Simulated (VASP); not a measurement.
Consider the following.

```xyz
2
Lattice="0.0000 3.4450 3.4450 3.4450 0.0000 3.4450 3.4450 3.4450 0.0000" Properties=species:S:1:pos:R:3 pbc="T T T"
Rb     0.0000     0.0000     0.0000
Br     3.4450     3.4450     3.4450
```

The numbers are results of G0W0 on PBE orbitals, VASP's PBE PAW potentials (set 64) (plane waves; VASP), not measurements. Run with PREC = Normal, 500 eV cut-off, 6×6×6 Γ-centred mesh, Gaussian smearing of 0.010 eV, potentials Rb_sv_GW Br_GW.

The mesh is coarse and the basis finite, so the quasiparticle values are not converged.

NBANDS = 128, ENCUTGW = 180 eV, NOMEGA = 64. The PBE levels (eV) that the step starts from are:

```
state                            KS energy  filling
-------------------------------  ---------  -------
k1 (0.00, 0.00, 0.00), band 5        -9.73        2
k1 (0.00, 0.00, 0.00), band 6        -1.20        2
k1 (0.00, 0.00, 0.00), band 7        -1.20        2
k1 (0.00, 0.00, 0.00), band 8        -1.20        2
k1 (0.00, 0.00, 0.00), band 9         3.11        0
k1 (0.00, 0.00, 0.00), band 10        6.07        0
k1 (0.00, 0.00, 0.00), band 11        6.07        0
k1 (0.00, 0.00, 0.00), band 12        6.07        0
k5 (0.17, 0.17, 0.00), band 5        -9.70        2
k5 (0.17, 0.17, 0.00), band 6        -1.61        2
k5 (0.17, 0.17, 0.00), band 7        -1.26        2
k5 (0.17, 0.17, 0.00), band 8        -1.26        2
k5 (0.17, 0.17, 0.00), band 9         3.85        0
k5 (0.17, 0.17, 0.00), band 10        5.47        0
k5 (0.17, 0.17, 0.00), band 11        6.75        0
k5 (0.17, 0.17, 0.00), band 12        6.75        0
k13 (0.50, 0.50, 0.00), band 5       -9.79        2
k13 (0.50, 0.50, 0.00), band 6       -1.67        2
k13 (0.50, 0.50, 0.00), band 7       -1.36        2
k13 (0.50, 0.50, 0.00), band 8       -1.36        2
k13 (0.50, 0.50, 0.00), band 9        4.42        0
k13 (0.50, 0.50, 0.00), band 10       5.86        0
k13 (0.50, 0.50, 0.00), band 11       7.92        0
k13 (0.50, 0.50, 0.00), band 12       7.97        0
```

**Question.** Give the quasiparticle energies and renormalisation factors Z.

**Answer.** 
```tsv
state	QP energy (eV)	Z
k1 (0.00, 0.00, 0.00), band 5	-12.31	0.81
k1 (0.00, 0.00, 0.00), band 6	-2.97	0.80
k1 (0.00, 0.00, 0.00), band 7	-2.97	0.80
k1 (0.00, 0.00, 0.00), band 8	-2.97	0.80
k1 (0.00, 0.00, 0.00), band 9	3.75	0.86
k1 (0.00, 0.00, 0.00), band 10	7.14	0.85
k1 (0.00, 0.00, 0.00), band 11	7.14	0.85
k1 (0.00, 0.00, 0.00), band 12	7.14	0.85
k5 (0.17, 0.17, 0.00), band 5	-12.27	0.81
k5 (0.17, 0.17, 0.00), band 6	-3.43	0.79
k5 (0.17, 0.17, 0.00), band 7	-3.04	0.80
k5 (0.17, 0.17, 0.00), band 8	-3.04	0.80
k5 (0.17, 0.17, 0.00), band 9	4.56	0.85
k5 (0.17, 0.17, 0.00), band 10	6.38	0.85
k5 (0.17, 0.17, 0.00), band 11	7.87	0.84
k5 (0.17, 0.17, 0.00), band 12	7.87	0.84
k13 (0.50, 0.50, 0.00), band 5	-12.38	0.81
k13 (0.50, 0.50, 0.00), band 6	-3.53	0.80
k13 (0.50, 0.50, 0.00), band 7	-3.17	0.80
k13 (0.50, 0.50, 0.00), band 8	-3.17	0.80
k13 (0.50, 0.50, 0.00), band 9	5.17	0.86
k13 (0.50, 0.50, 0.00), band 10	6.86	0.85
k13 (0.50, 0.50, 0.00), band 11	8.59	0.82
k13 (0.50, 0.50, 0.00), band 12	9.59	0.84
```
On the mesh the gap opens from 4.32 to 6.73 eV.

The compound is RbBr in the rock salt structure. The cell was not relaxed at this level.
